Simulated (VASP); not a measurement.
Write the native input for VASP 6.6.1 that does the following.

| Item | Value |
| --- | --- |
| Task | relaxation of cell and atoms |
| Functional | PBE |
| Potentials or basis | VASP PAW PBE potentials, release 64 (Al, B, Sb) |
| Cutoff | 520 eV |
| k mesh | 4 × 4 × 5 |
| Occupations | gaussian, width 0.15 eV |
| Spin | no spin polarisation |
| Further INCAR settings | PREC = Normal; ALGO = Fast; EDIFF = 0.0001; IBRION = 2; EDIFFG = -0.08; NSW = 24; ISIF = 3 |

The structure of AlB2Sb3 lies in POSCAR:

```
AlB2Sb3
1.0
    5.8777313600      0.0000000000      0.0000000000
   -2.9388656800      5.0902646800      0.0000000000
    0.0000000000      0.0000000000      3.5282663300
Al B Sb
1 2 3
Direct
    0.0000000000      0.0000000000      0.0000000000
    0.3333333300      0.6666666700      0.0000000000
    0.6666666700      0.3333333300      0.0000000000
    0.5000000000      0.0000000000      0.5000000000
    0.5000000000      0.5000000000      0.5000000000
    0.0000000000      0.5000000000      0.5000000000
```

The cell was built by a generator and needn't be a form met in nature.

The input as run:

INCAR

```
  ALGO = Fast
  EDIFF = 1E-4
  EDIFFG = -0.08
  ENCUT = 520
  GGA = PE
  IBRION = 2
  ISIF = 3
  ISMEAR = 0
  KPAR = 2
  LASPH = T
  LCHARG = F
  LREAL = F
  LWAVE = F
  NELM = 60
  NSW = 24
  PREC = Normal
  SIGMA = 0.15
```

KPOINTS

```
k-points
0
Gamma
  4 4 5
```

Potentials or basis: VASP PAW PBE potentials, release 64 (Al, B, Sb).

Command:

```console
$ cat potpaw_PBE.64/Al/POTCAR potpaw_PBE.64/B/POTCAR potpaw_PBE.64/Sb/POTCAR > POTCAR
$ mpirun -np 2 vasp_std > vasp.out
```

Results of the run:

```yaml
Relaxed_volume: 20.56 Å³/atom
Relaxed_cell: a = 6.507 Å, b = 6.507 Å, c = 3.365 Å, α = 90.00°, β = 90.00°, γ = 120.00°
Space_group_after_relaxing_to_0.05_Å: P6/mmm (No. 191)
Energy_gained_by_relaxing: 245.6 meV/atom
Ionic_steps: 7
Pressure_after_relaxing: 0.0 GPa
Band_gap_on_the_k_mesh: none (metal or under the smearing width)
```

Caveat: the volume moved by over 15 % at a fixed basis, so the end points are rough.

Run time: 20 s on 2 MPI ranks on Intel(R) Xeon(R) 6975P-C (Granite Rapids), with other jobs on the host, peak memory 0.18 GiB a rank.
